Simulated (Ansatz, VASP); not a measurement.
# SnGeAs2 (CuAu-ordered zincblende type (invented)) in two plane-wave programs, part 2 of 2

Wanted: the spread between two codes on one cell, functional and k mesh. The cell is generated by rule, not measured, and may not be a known phase. Of the first pair: The two relaxations start from unlike cells of this crystal (the structure described is Ansatz's start), so only their ends are compared.

VASP 6.6.1 and Ansatz 0.2.0.

So far: Starting point; VASP: relaxation of cell and atoms, LDA, pair 1; Ansatz: relaxation of cell and atoms, LDA, pair 1; Comparison.

## (5) Ansatz: relaxation of cell and atoms, LDA, pair 2

Level of this step: Ansatz beside VASP: Kohn-Sham DFT, plane waves, LDA (Ansatz).

The relaxed volume is the usual yardstick between codes: in a stiff, nearly cubic crystal its relative difference is about their pressure difference at one cell divided by the bulk modulus.

The cell is taken from a series of runs on this material, whose earlier steps may have relaxed, scaled, displaced or heated it; both programs get it as it stands.

File input.yaml:

```yaml
crystal:
  lattice:
    - [4.6881630149, 0.0, 0.0]
    - [0.0, 4.6881630149, 0.0]
    - [0.0, 0.0, 4.4007444591]
  atoms:
    - { symbol: Ge, position: [0.0, 0.0, 0.0] }
    - { symbol: Sn, position: [0.5, 0.5, 0.5] }
    - { symbol: As, position: [0.0, 0.5, 0.199221755] }
    - { symbol: As, position: [0.5, 0.0, 0.800778245] }
kpoints:
  mp_grid: { grid: [10, 10, 10] }
hamiltonian:
  xc: lda
scf:
  occupations: { method: gaussian, width: 0.1 }
output:
  forces: true
  stress: true
  eigenvalues: true
relax:
  adjacent_minimum: "off"
  f_tol: 0.005
  max_steps: 80
  cell: { stress_tol: 0.05 }
```

Run with:

```sh
$ ansatz run input.yaml --threads 2 --pin off --max-ram 5120MiB --backend cpu --events-out ev --progress --plain --runs-dir out
```

Numbers of over 12 decimals in the logs are rounded to 6 here.

The log of the run:

```text
[...]
Crystal: 4 atoms, lattice volume = 96.723 Å³
Basis set: ecut = 420 eV, 1895 PW (Γ)
Bands: 35, of which v1, the nominal top of the filled ones, is band 29 counted from 1 (28 counted from 0)
Symmetry: 8 space group operations
[...]
k-points: 126 of 1000 (time reversal used)
[...]
--- Relaxed structure (3 steps of the walk, 3 accepted, 1 SCFs on fresh bases) ---
[...]
cell:  # Å, volume = 96.6463 Å³
    - [4.691844, 0, 6.1416808987915285e-19]
    - [0, 4.691844, 0]
    - [5.765151104817885e-19, 0, 4.390339]
  atoms:
    - { symbol: Ge, position: [0, 0, 0] }
    - { symbol: Sn, position: [0.500000, 0.500000, 0.500000] }
    - { symbol: As, position: [0, 0.500000, 0.202541] }
    - { symbol: As, position: [0.500000, 0, 0.797459] }
[key lines of the parts left out:]
SCF converged after 6 iterations
Free energy (F): -19641.967470 eV
Fermi energy:    9.237745 eV
P = ⅓ Tr σ = 0.0126 GPa (0.126 kbar)
```

## (6) VASP: relaxation of cell and atoms, LDA, pair 2

The same cell, functional (in two slightly different forms), mesh and smearing now go to VASP, with its own data sets.

File INCAR:

```
SYSTEM = SnGeAs2
PREC = Accurate
ENCUT = 500
EDIFF = 1E-07
NELM = 120
ISMEAR = 0
SIGMA = 0.1
LREAL = .FALSE.
ALGO = Normal
GGA = CA
NBANDS = 25
LORBIT = 11
LWAVE = .FALSE.
LCHARG = .FALSE.
ISIF = 3
IBRION = 2
NSW = 80
EDIFFG = -0.005
LASPH = .TRUE.
GGA_COMPAT = .FALSE.
NELMIN = 4
KPAR = 2
```

File POSCAR:

```
SnGeAs2
1.0
    4.6881630000      0.0000000000      0.0000000000
    0.0000000000      4.6881630000      0.0000000000
    0.0000000000      0.0000000000      4.4007440000
Ge Sn As
1 1 2
Direct
    0.0000000000      0.0000000000      0.0000000000
    0.5000001067      0.5000001067      0.5000000000
    0.0000000000      0.5000001067      0.1992217680
    0.5000001067      0.0000000000      0.8007782320
```

File KPOINTS:

```
Automatic mesh
0
Gamma
10 10 10
0 0 0
```

Potentials, in the order of the species: Ge_d, Sn_d and As (LDA family, release 64).

Run with:

```sh
$ mpirun -np 2 vasp_std
```

The log of the run:

```text
[... set-up lines as in an earlier step ...]
 entering main loop
       N       E                     dE             d eps       ncg     rms          rms(c)
DAV:   1     0.296043052772E+03    0.29604E+03   -0.18469E+04  7057   0.251E+03
DAV:   2     0.252776061196E+02   -0.27077E+03   -0.26499E+03  6484   0.584E+02
DAV:   3    -0.182178084263E+02   -0.43495E+02   -0.42964E+02  7926   0.167E+02
DAV:   4    -0.200873184532E+02   -0.18695E+01   -0.18662E+01  7198   0.385E+01
[...]
DAV:  11    -0.198360233941E+02    0.15170E-05   -0.26981E-05  8648   0.416E-02    0.684E-03
DAV:  12    -0.198360233816E+02    0.12488E-07   -0.26696E-06  7591   0.138E-02    0.371E-03
DAV:  13    -0.198360234089E+02   -0.27320E-07   -0.23898E-07  5550   0.403E-03
   1 F= -.19836023E+02 E0= -.19831985E+02  d E =-.198360E+02
[... from here on, the cycles between the ionic steps are left out ...]
   2 F= -.19837130E+02 E0= -.19833093E+02  d E =-.110651E-02
   3 F= -.19837211E+02 E0= -.19833174E+02  d E =-.118754E-02
   4 F= -.19837783E+02 E0= -.19833747E+02  d E =-.572082E-03
   5 F= -.19837868E+02 E0= -.19833834E+02  d E =-.657180E-03
   6 F= -.19837871E+02 E0= -.19833836E+02  d E =-.660148E-03
   7 F= -.19837891E+02 E0= -.19833855E+02  d E =-.200189E-04
 trial-energy change:   -0.000020  1 .order   -0.000019   -0.000052    0.000013
 step:   0.9472(harm=  0.9354)  dis= 0.00097  next Energy=   -19.837892 (dE=-0.213E-04)
 reached required accuracy - stopping structural energy minimisation
```

From OUTCAR (step 6):

```text
  Total       -0.0097476     -0.0097476     -0.0017029      0.0000000      0.0000000      0.0000000
  in kB       -0.1614336     -0.1614336     -0.0282015      0.0000000      0.0000000      0.0000000
  external PRESSURE =      -0.1170229 kB  Pullay stress =       0.0000000 kB

 POSITION                                       TOTAL-FORCE (eV/Angst)
 -----------------------------------------------------------------------------------
      0.00000      4.69940      4.38057         0.000000      0.000000      0.000000
      2.34970      2.34970      2.19029        -0.000000     -0.000000      0.000000
      0.00000      2.34970      0.88672         0.000000      0.000000     -0.001912
      2.34970      4.69940      3.49386        -0.000000     -0.000000      0.001912
 -----------------------------------------------------------------------------------
    total drift:                               -0.000306     -0.000306     -0.000000

  FREE ENERGIE OF THE ION-ELECTRON SYSTEM (eV)
  ---------------------------------------------------
  free  energy   TOTEN  =       -19.8378911210 eV

  energy  without entropy=      -19.8298192711  energy(sigma->0) =      -19.83385520

[... 1 part as in an earlier step ...]

[... 3 further parts left out ...]
[key lines of the parts left out:]
E-fermi :   5.4142
```

## (7) Side by side

What differs besides the data sets and the points named for the pairs above, as far as they apply: the data sets hold 58 valence electrons in Ansatz (on its default PAW (the set named soft_2) files) and 38 in VASP. Total energies have different zeros and are not compared.

Compared:

```tsv
quantity	Ansatz	VASP	difference
volume (Å³)	96.65	96.74	-0.10 %
edge a after relaxation, in the typed setting (Å)	4.692	4.699	-0.16 %
edge c after relaxation, in the typed setting (Å)	4.390	4.381	+0.22 %
```

## (8) Summary of results

| Item | Value |
| --- | --- |
| difference in edge c after relaxation, in the typed setting (relaxation of cell and atoms, LDA, pair 1) | 0.22 % |
| difference in edge c after relaxation, in the typed setting (relaxation of cell and atoms, LDA, pair 2) | 0.22 % |

The difference in edge c after relaxation, in the typed setting is 0.22 % (relaxation of cell and atoms, LDA, pair 2), within the 1.2 % picked in this series as the mark of a large difference, as far as the stopping tolerances let one tell. The data sets hold unlike numbers of valence electrons (58 in Ansatz and 38 in VASP), so part of the differences comes from the potentials. How closely two codes agree says nothing of how well the functional describes the real material.

[Lines on the potential files, build, host, timing and source positions are cut from VASP's logs without a mark.]

[Logs are printed without paths, hosts, clocks, repeated set-up lines and the standing remarks that a program may print on its own settings, such as how far it seeks lower states.]

[Hosts, paths, dates, database ids (printed as entryN), source tags and the programs' standing remarks are cut or masked in the printed files.]
